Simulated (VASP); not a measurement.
Output of a VASP run:

**OSZICAR**
```
       N       E                     dE             d eps       ncg     rms          rms(c)
DAV:   1     0.254081502476E+03    0.25408E+03   -0.15108E+04  1520   0.274E+03
DAV:   2     0.216883962824E+02   -0.23239E+03   -0.22509E+03  2144   0.341E+02
DAV:   3    -0.304238642694E+02   -0.52112E+02   -0.47937E+02  2136   0.165E+02
DAV:   4    -0.325370899941E+02   -0.21132E+01   -0.21130E+01  2080   0.394E+01
DAV:   5    -0.326675590867E+02   -0.13047E+00   -0.13046E+00  2616   0.857E+00    0.293E+01
DAV:   6    -0.308882439274E+02    0.17793E+01   -0.89577E+01  2264   0.576E+01    0.266E+01
DAV:   7    -0.295163798144E+02    0.13719E+01   -0.18205E+02  2304   0.127E+02    0.204E+01
DAV:   8    -0.287986688250E+02    0.71771E+00   -0.36035E+00  1832   0.207E+01    0.132E+01
DAV:   9    -0.275828139805E+02    0.12159E+01   -0.59834E+00  2272   0.204E+01    0.173E+00
DAV:  10    -0.275606671371E+02    0.22147E-01   -0.22880E-01  2688   0.405E+00    0.122E+00
DAV:  11    -0.275419260098E+02    0.18741E-01   -0.38503E-02  2176   0.187E+00    0.107E+00
DAV:  12    -0.275227004514E+02    0.19226E-01   -0.74460E-02  1984   0.217E+00    0.745E-01
DAV:  13    -0.275232144250E+02   -0.51397E-03   -0.13876E-01  2440   0.356E+00    0.897E-01
DAV:  14    -0.275190001967E+02    0.42142E-02   -0.45018E-02  2176   0.204E+00    0.863E-02
DAV:  15    -0.275191141314E+02   -0.11393E-03   -0.17482E-03  2280   0.422E-01    0.114E-01
DAV:  16    -0.275190540239E+02    0.60108E-04   -0.51547E-04  2048   0.209E-01    0.597E-02
DAV:  17    -0.275190446333E+02    0.93906E-05   -0.82691E-05  2208   0.645E-02    0.212E-02
DAV:  18    -0.275190415284E+02    0.31049E-05   -0.14559E-05  2440   0.337E-02    0.116E-02
DAV:  19    -0.275190400000E+02    0.15284E-05   -0.79089E-06  1632   0.277E-02    0.425E-04
DAV:  20    -0.275190399906E+02    0.93903E-08   -0.31174E-07  1016   0.568E-03
   1 F= -.27519040E+02 E0= -.27519040E+02  d E =-.549158E-16
```

**OUTCAR**
```
------------------------ aborting loop because EDIFF is reached ----------------------------------------
  FORCE on cell =-STRESS in cart. coord.  units (eV):
  Direction    XX          YY          ZZ          XY          YZ          ZX
  --------------------------------------------------------------------------------------
  Total       -1.5204357     -1.5204357     -1.5204357      0.0000000      0.0000000      0.0000000
  in kB      -59.6189296    -59.6189296    -59.6189296      0.0000000      0.0000000      0.0000000
  external PRESSURE =     -59.6189296 kB  Pullay stress =       0.0000000 kB
  volume of cell :       40.86
      direct lattice vectors                 reciprocal lattice vectors
     0.000000000  2.733725000  2.733725000    -0.182900621  0.182900621  0.182900621
     2.733725000  0.000000000  2.733725000     0.182900621 -0.182900621  0.182900621
     2.733725000  2.733725000  0.000000000     0.182900621  0.182900621 -0.182900621
 POSITION                                       TOTAL-FORCE (eV/Angst)
 -----------------------------------------------------------------------------------
      0.00000      0.00000      0.00000        -0.000000      0.000000      0.000000
      1.36686      1.36686      1.36686         0.000000      0.000000     -0.000000
      4.10059      4.10059      4.10059        -0.000000     -0.000000      0.000000
 -----------------------------------------------------------------------------------
    total drift:                                0.000000      0.000000      0.000000
  FREE ENERGIE OF THE ION-ELECTRON SYSTEM (eV)
  ---------------------------------------------------
  free  energy   TOTEN  =       -27.5190399906 eV

  energy  without entropy=      -27.5190399906  energy(sigma->0) =      -27.51903999
```
(Selected blocks of OUTCAR.)

File POSCAR:
```
CeO2
1
    0.0000000000     2.7337250000     2.7337250000
    2.7337250000     0.0000000000     2.7337250000
    2.7337250000     2.7337250000     0.0000000000
Ce O
1 2
Direct
  0.0000000000   0.0000000000   0.0000000000
  0.2500000000   0.2500000000   0.2500000000
  0.7500000000   0.7500000000   0.7500000000
```

Task: Reconstruct the remaining input files.

Result: Several could match; the one computed here: the input of the run itself, PBEsol GGA, plane waves, VASP's PBE PAW potentials (set 64).

**INCAR**
```
LASPH  =  .True.   # aspherical one-centre terms
ISIF  =  2   # forces and stress, cell fixed
LMAXMIX  =  6
NELM  =  100
SIGMA  =  0.05   # width (eV)
ISMEAR  =  0   # Gaussian
ENCUT  =  800   # plane-wave cut-off (eV)
ALGO  =  Normal   # blocked Davidson
LCHARG  =  .False.
SYSTEM  =  CeO2
PREC  =  Accurate
LWAVE  =  .False.
GGA  =  PS
EDIFF  =  1E-6
LREAL  =  .False.   # projection in real space or not
```

File KPOINTS:
```
Automatic
0
G
  10 10 10
```

POTCAR, in this order: Ce O (PBE.64 set). Program: vasp_std.

The structure comes from a computed database's CeO2 entry; how it stands against other phases isn't given here. The cell was not relaxed at this level. The run is one of a series of settings (ENCUT = 800 against the base run), some of them coarse on purpose. The run is not spin-polarised, so no magnetic state was tried.
